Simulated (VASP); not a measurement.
An input for Ansatz (written as the equivalent of a VASP run, and not itself run):

Ansatz 0.2 input:
```yaml
crystal:
  lattice:
    - [0.0000000, 2.6950000, 2.6950000]
    - [2.6950000, 0.0000000, 2.6950000]
    - [2.6950000, 2.6950000, 0.0000000]
  atoms:
    - { symbol: Cd, position: [0.0000000, 0.0000000, 0.0000000] }
    - { symbol: F, position: [0.2500000, 0.2500000, 0.2500000] }
    - { symbol: F, position: [0.7500000, 0.7500000, 0.7500000] }
kpoints:
  mp_grid: { grid: [8, 8, 8] }
hamiltonian:
  xc: pbe
  pseudopotentials: { kind: paw }
scf:
  occupations: { method: gaussian, width: 0.05 }
  max_iter: 100
relax:
  max_steps: 60
  f_tol: 0.01
  cell: {}
output: { forces: true, stress: true, eigenvalues: true }
```

Question: Translate this input to VASP (INCAR, KPOINTS, POSCAR, choice of POTCAR).

Answer: Several could match; the one computed here: 
POSCAR:
```
CdF2
1.0
  0.0000000000   2.6950000000   2.6950000000
  2.6950000000   0.0000000000   2.6950000000
  2.6950000000   2.6950000000   0.0000000000
Cd F
1 2
Cartesian
  0.0000000000   0.0000000000   0.0000000000
  1.3475000000   1.3475000000   1.3475000000
  4.0425000000   4.0425000000   4.0425000000
```

**INCAR**
```
! general
SYSTEM  = CdF2
PREC    = Accurate
ENCUT   = 520
LREAL   = .False.
LASPH   = .True.

! electronic loop
EDIFF   = 1E-6
NELM    = 100
ALGO    = Normal
LMAXMIX = 4

! smearing
ISMEAR  = 0
SIGMA   = 0.05

! functional
GGA     = PE

! ions
IBRION  = 2
NSW     = 60
ISIF    = 3
EDIFFG  = -0.01

! output
LWAVE   = .False.
LCHARG  = .False.
```

File KPOINTS:
```
Automatic mesh
0
Gamma
8 8 8
0 0 0
```

POTCAR, in this order: Cd F (PBE.64 set). Program: vasp_std.

Limits of the translation: each code has its own PAW files, so the cut-off isn't converted (ENCUT is set for VASP's; basis.ecutwfc is left out, and Ansatz then takes the one that its files recommend); Ansatz stops its SCF on the density residual and VASP on the energy change (EDIFF).

The compound is CdF2 in the fluorite structure. This run relaxes it. Symmetry was kept, so distortions that lower it aren't found.
